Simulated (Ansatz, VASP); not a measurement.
**LiCd2 in VASP and in Ansatz**

Contents of INCAR:

```
ALGO = Fast
EDIFF = 1E-6
ENCUT = 520
GGA = PE
ISIF = 2
ISMEAR = -1
LASPH = True
LCHARG = False
LREAL = False
LWAVE = False
NBANDS = 20
NELM = 100
PREC = Accurate
SIGMA = 0.0217
```

KPOINTS

```
k-points
0
Gamma
  11 11 6
```

Contents of POSCAR:

```
LiCd2
1.0
    3.4761620000      0.0000000000      0.0000000000
   -1.7380810000      3.0104450000      0.0000000000
    0.0000000000      0.0000000000      5.7426930000
Li Cd
1 2
Direct
    0.0000000000      0.0000000000      0.0000000000
    0.3333000000      0.6667000000      0.7576300000
    0.6667000000      0.3333000000      0.2423700000
```

Input for Ansatz:

```yaml
crystal:
  lattice:
    - [3.476162, 0.0, 0.0]
    - [-1.738081, 3.010445, 0.0]
    - [0.0, 0.0, 5.742693]
  atoms:
    - { symbol: Li, position: [0.0, 0.0, 0.0] }
    - { symbol: Cd, position: [0.3333, 0.6667, 0.75763] }
    - { symbol: Cd, position: [0.6667, 0.3333, 0.24237] }
  symmetry: { tolerance: 0.0003 }
kpoints:
  mp_grid: { grid: [11, 11, 6], shift: [0, 0, 0] }
  band_path:
    path:
      - [0.0, 0.0, 0.0]
      - [0.5, 3.0e-08, 0.0]
      - [0.33333333, 0.33333337, 0.0]
      - [0.0, 0.0, 0.0]
      - [0.0, 0.0, 0.5]
      - [0.5, 3.0e-08, 0.5]
      - [0.33333333, 0.33333337, 0.5]
      - [0.0, 0.0, 0.5]
      - [0.5, 3.0e-08, 0.5]
      - [0.5, 3.0e-08, 0.0]
      - [0.33333333, 0.33333337, 0.5]
    npoints: 6
magnetization:
  spin_polarized: false
scf:
  occupations: { method: fermi_dirac, width: 0.0217 }
  lower_state_search: "off"
  max_iter: 200
hamiltonian:
  pseudopotentials: { kind: paw }
  xc: pbe
basis:
  ecutwfc: 420
  fft_grid_basis: typed
output:
  forces: true
  stress: true
  eigenvalues: true
  bader: true
  populations: true
  elf: true
  write_potential: true
  volumetric_format: npy
  dos:
    e_range: [-12, 8]
    de: 0.05
    projected: { site_lists: { Cd: [Cd], Li: [Li] } }
checkpoint:
  read: saved_state
```

Alike in both runs: task single point; functional PBE; k mesh 11 × 11 × 6; occupations fermi-dirac, width 0.0217 eV; no spin polarisation.

|  | VASP | Ansatz |
| --- | --- | --- |
| version | VASP 6.6.1 | Ansatz 0.2.0 |
| potentials or method | VASP PAW PBE potentials, release 64 (Li_sv, Cd) | PAW plane waves |
| plane-wave cutoff (eV) | 520 | 420 |
| valence electrons in the cell | 27 | 43 |

```csv
,VASP,Ansatz,Ansatz less VASP
rms of the force components (eV/Å),0.815,0.808,-0.0076
```

Atom by atom the forces differ by 0.008 eV/Å (rms over components). The two sets of potentials don't hold the same shells in valence. Ansatz warned: «structure_snapped_to_symmetry».

Caveats: forces of over 1 eV/Å show positions far from the minimum, so gaps and moduli don't describe the material at rest.
